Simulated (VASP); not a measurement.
These are PBEsol GGA, VASP's PBE PAW potentials (set 64) (plane waves; VASP) values and carry that method's errors.

The input files of a VASP run:

**KPOINTS**
```
Automatic mesh
0
Gamma
5 5 5
0 0 0
```

File POSCAR:
```
Sn6C2
1
    6.0845478557     0.2582231881     0.2582231881
    0.2582231881     6.0845478557     0.2582231881
    0.2582231881     0.2582231881     6.0845478557
Sn C
6 2
Direct
  0.0410457141   0.9779129507   0.9779129507
  0.2089542859   0.2720870493   0.2720870493
  0.4779129507   0.5410457141   0.9779129507
  0.7720870493   0.7089542859   0.2720870493
  0.4779129507   0.9779129507   0.5410457141
  0.7720870493   0.2720870493   0.7089542859
  0.9420288359   0.4420288359   0.4420288359
  0.3079711641   0.8079711641   0.8079711641
```

**INCAR**
```
SYSTEM = Sn6C2
PREC = Accurate
ENCUT = 520
EDIFF = 1E-6
NELM = 100
ALGO = Normal
LREAL = .FALSE.
LASPH = .TRUE.
ISMEAR = 1
SIGMA = 0.1
GGA = PS
LMAXMIX = 4
LWAVE = .FALSE.
LCHARG = .FALSE.
IBRION = 2
ISIF = 3
NSW = 60
EDIFFG = -0.02
```

POTCAR, in this order: Sn_d C (PBE.64 set). Program: vasp_std.

Unless said otherwise, spin-orbit coupling is left out, though it shifts the bands of the heavy elements here.

**Question.** Estimate the energy per atom (σ→0), volume per atom, band gap (on the k-mesh).

**Answer.** 
```
Quantity                                                    Result
------------------------  ----------------------------------------
energy per atom (σ→0)                               -4.849 eV/atom
band gap (on the k-mesh)  none (metal, semimetal or under 0.01 eV)
volume per atom                                      28.08 Å³/atom
```

### OSZICAR
```
...
       N       E                     dE             d eps       ncg     rms          rms(c)
DAV:   1    -0.387942327712E+02   -0.17230E-02   -0.14902E-01  2626   0.201E+00    0.215E-01
DAV:   2    -0.387931810317E+02    0.10517E-02   -0.64275E-03  2452   0.827E-01    0.118E-01
DAV:   3    -0.387927685115E+02    0.41252E-03   -0.11089E-03  2531   0.272E-01    0.521E-02
DAV:   4    -0.387926911585E+02    0.77353E-04   -0.41286E-04  2545   0.119E-01    0.169E-02
DAV:   5    -0.387926940419E+02   -0.28834E-05   -0.94864E-05  2435   0.798E-02    0.928E-03
DAV:   6    -0.387926931438E+02    0.89813E-06   -0.56315E-06  1908   0.143E-02
   9 F= -.38792693E+02 E0= -.38791774E+02  d E =-.541832E-03
```

The structure was generated: Sn6C2 was put into an ordered model structure (R-3m), which need not be its known phase. This run relaxes it. Symmetry was kept, so distortions that lower it aren't found. The start is the result of an earlier pass.
